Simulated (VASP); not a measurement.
An input for Ansatz (written as the equivalent of a VASP run, and not itself run):

Ansatz 0.2 input:
```yaml
crystal:
  lattice:
    - [2.2550270, -3.8658520, 0.0000000]
    - [2.2550270, 3.8658520, 0.0000000]
    - [0.0000000, 0.0000000, 4.6356770]
  atoms:
    - { symbol: Ga, position: [0.6557000, 0.3443000, 0.4154000] }
    - { symbol: Ga, position: [0.3443000, 0.6557000, 0.5846000] }
    - { symbol: Ga, position: [0.8443000, 0.1557000, 0.9154000] }
    - { symbol: Ga, position: [0.1557000, 0.8443000, 0.0846000] }
kpoints:
  mp_grid: { grid: [8, 8, 7] }
hamiltonian:
  xc: pbe
  pseudopotentials: { kind: paw }
scf:
  occupations: { method: fermi_dirac, width: 0.1 }
  max_iter: 100
output: { forces: true, stress: true, eigenvalues: true }
```

Q: Write the VASP files for the same calculation (PBE).

A: One answer among several that fit: 
**INCAR**
```
! general
SYSTEM  = Ga
PREC    = Accurate
ENCUT   = 150   ! plane-wave cut-off (eV)
LREAL   = .FALSE.
LASPH   = .TRUE.

! electronic loop
EDIFF   = 1E-6
NELM    = 100
ALGO    = Normal   ! blocked Davidson
LMAXMIX = 4

! smearing
ISMEAR  = -1   ! Fermi-Dirac
SIGMA   = 0.1   ! width (eV)

! functional
GGA     = PE   ! PBE

! ions
ISIF    = 2   ! forces and stress, cell fixed

! output
LWAVE   = .FALSE.
LCHARG  = .FALSE.
```

KPOINTS:
```
Automatic
0
Gamma
8 8 7
```

POSCAR:
```
Ga
1
    2.2550270000    -3.8658520000     0.0000000000
    2.2550270000     3.8658520000     0.0000000000
    0.0000000000     0.0000000000     4.6356770000
Ga
4
Direct
  0.6557000000   0.3443000000   0.4154000000
  0.3443000000   0.6557000000   0.5846000000
  0.8443000000   0.1557000000   0.9154000000
  0.1557000000   0.8443000000   0.0846000000
```

POTCAR, in this order: Ga_d (PBE.64 set). Program: vasp_std.

What does not carry over: each code has its own PAW files, so the cut-off isn't converted (ENCUT is set for VASP's; basis.ecutwfc is left out, and Ansatz then takes the one that its files recommend); Ansatz stops its SCF on the density residual and VASP on the energy change (EDIFF).

The structure comes from a computed database's Ga entry; how it stands against other phases isn't given here. The cell was not relaxed at this level. The run is one of a series of settings (ENCUT = 150 against the base run), some of them coarse on purpose.
